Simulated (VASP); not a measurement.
Runs of VASP 6.6.1 on Sr3SnTe. The structure is cubic, space group Pm-3m (No. 221). Conventional cell: a = 6.008 Å, b = 6.008 Å, c = 6.008 Å, α = 90.00°, β = 90.00°, γ = 90.00°. Sn (site symmetry m-3m) has 12 Sr at 4.25 Å as nearest neighbours. Te (site symmetry m-3m) is surrounded by 6 Sr at 3.00 Å. Sr (site symmetry 4/mmm) is surrounded by 2 Te at 3.00 Å. The cell comes from a database or a generator and needn't be the stable form of this composition.

```tsv
cell	gap on the mesh (eV)	pressure (GPa)
Pm-3m, 43.37 Å³/atom	none	0.3
Pm-3m, 48.13 Å³/atom	none	(a)
Pm-3m, 62.33 Å³/atom	none	-4.2
Pm-3m, 60.16 Å³/atom	none	-4.0
```

Alike in all rows: task single point; level PBEsol; potentials or basis VASP PAW PBE potentials, release 64 (Sn_d, Te, Sr_sv); no spin polarisation; k mesh 4 × 4 × 4; cutoff (eV) 520; smearing gaussian 0.05 eV.

Task: Fill in the values left out.

Result: (a) -1.9.

Caveats: the PAW data sets were made with another functional, which shifts forces and pressure a little.

A k mesh can miss the band edges, and the runs leave out spin-orbit coupling on Sn, Sr, Te.

A gap of «none» marks a metal or a gap under the smearing width.
